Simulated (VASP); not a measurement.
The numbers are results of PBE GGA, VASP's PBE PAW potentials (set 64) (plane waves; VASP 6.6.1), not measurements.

The input files of a VASP run:

### KPOINTS
```
Regular mesh
0
G
17 17 9
0 0 0
```

POSCAR:
```
Co
1
    1.2465869877    -2.1591522303     0.0000000000
    1.2465869877     2.1591522303     0.0000000000
    0.0000000000     0.0000000000     4.0245268917
Co
2
Direct
  0.3333330000   0.6666670000   0.2500000000
  0.6666670000   0.3333330000   0.7500000000
```

INCAR:
```
SYSTEM = Co
PREC = Accurate
ENCUT = 500
EDIFF = 1E-6
NELM = 100
ALGO = Normal
LREAL = .FALSE.
LASPH = .TRUE.
ISMEAR = 1
SIGMA = 0.1
GGA = PE
LMAXMIX = 4
ISPIN = 2
MAGMOM = 1.6 1.6
LORBIT = 10
LWAVE = .FALSE.
LCHARG = .FALSE.
IBRION = 2
ISIF = 3
NSW = 40
EDIFFG = -0.02
PSTRESS = 50
```

POTCAR, in this order: Co (PBE.64 set). Program: vasp_std.

The run wrote:

**OSZICAR**
```
       N       E                     dE             d eps       ncg     rms          rms(c)
DAV:   1     0.786974397519E+02    0.78697E+02   -0.80981E+03 10084   0.154E+03
DAV:   2    -0.140319570161E+02   -0.92729E+02   -0.85846E+02  9935   0.253E+02
DAV:   3    -0.161666923577E+02   -0.21347E+01   -0.20717E+01 12133   0.544E+01
DAV:   4    -0.161982871680E+02   -0.31595E-01   -0.31588E-01 14225   0.507E+00
DAV:   5    -0.161985518944E+02   -0.26473E-03   -0.26472E-03 12225   0.445E-01    0.148E+01
DAV:   6    -0.145025113281E+02    0.16960E+01   -0.13742E+01 10586   0.754E+01    0.718E+00
DAV:   7    -0.140992318202E+02    0.40328E+00   -0.19183E+00 10992   0.273E+01    0.381E+00
DAV:   8    -0.140862517242E+02    0.12980E-01   -0.23658E-02 13697   0.184E+00    0.192E+00
DAV:   9    -0.140704834991E+02    0.15768E-01   -0.61533E-03 15108   0.131E+00    0.650E-01
DAV:  10    -0.140712018618E+02   -0.71836E-03   -0.70778E-04 13848   0.388E-01    0.362E-01
DAV:  11    -0.140713609675E+02   -0.15911E-03   -0.54794E-04 13333   0.374E-01    0.284E-02
DAV:  12    -0.140713608862E+02    0.81335E-07   -0.19450E-05 10817   0.447E-02    0.155E-02
DAV:  13    -0.140713595037E+02    0.13824E-05   -0.20631E-06  8873   0.214E-02    0.105E-02
DAV:  14    -0.140713602087E+02   -0.70501E-06   -0.63488E-07  6792   0.106E-02
   1 F= -.13395262E+02 E0= -.13395431E+02  d E =-.133953E+02  mag=     3.2347
       N       E                     dE             d eps       ncg     rms          rms(c)
DAV:   1    -0.145720077978E+02   -0.50065E+00   -0.61694E+00  9900   0.453E+01    0.605E+00
DAV:   2    -0.141338634050E+02    0.43814E+00   -0.23527E+00 10586   0.321E+01    0.377E+00
DAV:   3    -0.140486003626E+02    0.85263E-01   -0.25724E-01 10530   0.104E+01    0.163E+00
DAV:   4    -0.140413071314E+02    0.72932E-02   -0.39736E-03 13794   0.839E-01    0.558E-01
DAV:   5    -0.140348437329E+02    0.64634E-02   -0.14352E-03 15069   0.537E-01    0.120E-01
DAV:   6    -0.140348259027E+02    0.17830E-04   -0.20697E-04 13128   0.166E-01    0.513E-02
DAV:   7    -0.140348249168E+02    0.98598E-06   -0.15685E-05 11098   0.544E-02    0.228E-02
DAV:   8    -0.140348204707E+02    0.44461E-05   -0.62639E-07  6315   0.128E-02    0.268E-03
DAV:   9    -0.140348206283E+02   -0.15762E-06   -0.22574E-07  5272   0.625E-03
   2 F= -.13391548E+02 E0= -.13391853E+02  d E =0.371389E-02  mag=     3.1614
       N       E                     dE             d eps       ncg     rms          rms(c)
DAV:   1    -0.142211037321E+02   -0.18628E+00   -0.18727E+00  9900   0.258E+01    0.317E+00
DAV:   2    -0.140957593736E+02    0.12534E+00   -0.71735E-01 10467   0.172E+01    0.203E+00
DAV:   3    -0.140683194142E+02    0.27440E-01   -0.78553E-02 10453   0.576E+00    0.891E-01
DAV:   4    -0.140660749122E+02    0.22445E-02   -0.10799E-03 12230   0.436E-01    0.328E-01
DAV:   5    -0.140640276552E+02    0.20473E-02   -0.58125E-04 15002   0.334E-01    0.510E-02
DAV:   6    -0.140640495077E+02   -0.21853E-04   -0.32005E-05 10608   0.630E-02    0.226E-02
DAV:   7    -0.140640552795E+02   -0.57718E-05   -0.49110E-06 11282   0.306E-02    0.136E-02
DAV:   8    -0.140640578439E+02   -0.25644E-05   -0.81276E-07  5808   0.107E-02    0.275E-03
DAV:   9    -0.140640581253E+02   -0.28147E-06   -0.46708E-08  5104   0.283E-03
   3 F= -.13403121E+02 E0= -.13403358E+02  d E =-.785953E-02  mag=     3.1982
```

File OUTCAR:
```
------------------------ aborting loop because EDIFF is reached ----------------------------------------
  FORCE on cell =-STRESS in cart. coord.  units (eV):
  Direction    XX          YY          ZZ          XY          YZ          ZX
  --------------------------------------------------------------------------------------
  Total        0.6679641      0.6679642      0.6412444      0.0000000      0.0000000     -0.0000000
  in kB       50.5315929     50.5316038     48.5102435      0.0000000      0.0000000     -0.0000000
  external PRESSURE =      -0.1421866 kB  Pullay stress =      50.0000000 kB
  volume of cell :       21.18
      direct lattice vectors                 reciprocal lattice vectors
     1.237336753 -2.143130353  0.000000000     0.404093711 -0.233303588  0.000000000
     1.237336753  2.143130353 -0.000000000     0.404093711  0.233303588 -0.000000000
     0.000000000  0.000000000  3.993320876     0.000000000  0.000000000  0.250418143
 POSITION                                       TOTAL-FORCE (eV/Angst)
 -----------------------------------------------------------------------------------
      1.23734      0.71438      0.99833        -0.000000     -0.000000      0.000000
      1.23734     -0.71438      2.99499         0.000000      0.000000      0.000000
 -----------------------------------------------------------------------------------
    total drift:                                0.000000     -0.000002     -0.000029
  FREE ENERGIE OF THE ION-ELECTRON SYSTEM (eV)
  ---------------------------------------------------
  free  energy   TOTEN  =       -14.0640581253 eV

  energy  without entropy=      -14.0647691230  energy(sigma->0) =      -14.06429512
  enthalpy is  TOTEN    =       -13.4031210316 eV   P V=        0.6609370937

 total charge

# of ion       s       p       d       tot
------------------------------------------
    1        0.499   0.543   7.280   8.322
    2        0.499   0.543   7.280   8.322
--------------------------------------------------
tot          0.998   1.085  14.560  16.643

 magnetization (x)

# of ion       s       p       d       tot
------------------------------------------
    1       -0.015  -0.054   1.683   1.614
    2       -0.015  -0.054   1.683   1.614
--------------------------------------------------
tot         -0.030  -0.108   3.366   3.228

 reached required accuracy - stopping structural energy minimisation
```
(Selected blocks of OUTCAR.)

File CONTCAR:
```
Co
   1.00000000000000
     1.2373367532244599   -2.1431303525090608    0.0000000000000000
     1.2373367532244599    2.1431303525090608   -0.0000000000000000
     0.0000000000000000    0.0000000000000000    3.9933208758525827
  Co
     2
Direct
     0.3333330000000032    0.6666669999999968    0.2500000000000000
     0.6666669999999968    0.3333330000000032    0.7500000000000000
```

### OUTCAR
```
 val. band max:       10.5889171008   @ k =   0.3529   0.2353   0.4444

 cond. band min:      10.5962485704   @ k =   0.2353   0.0588   0.3333


 Fermi energy:        10.5933879224

 spin component 1

 k-point     1 :       0.0000    0.0000    0.0000
  band No.  band energies     occupation
      1       1.5519      1.00000
      2       5.3588      1.00000
      3       7.9652      1.00000
      4       7.9784      1.00000
      5       7.9784      1.00000
      6       8.3054      1.00000
      7       8.3055      1.00000
      8       8.6565      1.00000
      9       8.6565      1.00000
     10       9.8059      1.00000
     11       9.8059      1.00000
     12      10.5415      0.88003
     13      17.2056      0.00000
     14      32.7560      0.00000
     15      35.5446      0.00000

 k-point     2 :       0.0588    0.0000    0.0000
  band No.  band energies     occupation
      1       1.6757      1.00000
      2       5.4341      1.00000
      3       7.8120      1.00000
      4       8.0372      1.00000
      5       8.1146      1.00000
      6       8.2769      1.00000
      7       8.3574      1.00000
      8       8.5915      1.00000
      9       8.6188      1.00000
     10       9.2622      1.00000
     11       9.8224      1.00000
     12      11.2328     -0.00000
     13      17.2256      0.00000
     14      31.8921      0.00000
     15      33.7854      0.00000

 k-point     3 :       0.1176   -0.0000    0.0000
  band No.  band energies     occupation
      1       2.0406      1.00000
      2       5.6416      1.00000
      3       7.6202      1.00000
      4       8.1665      1.00000
      5       8.2083      1.00000
      6       8.2528      1.00000
      7       8.3079      1.00000
      8       8.5082      1.00000
      9       8.5171      1.00000
     10       8.7844      1.00000
     11       9.8635      1.00000
     12      12.2999     -0.00000
     13      17.2910      0.00000
...
```

Energy and stress use the plane-wave basis of the starting cell.

The compound is Co in the hcp structure. This run relaxes it under an external pressure of 5 GPa. Symmetry was kept, so distortions that lower it aren't found.
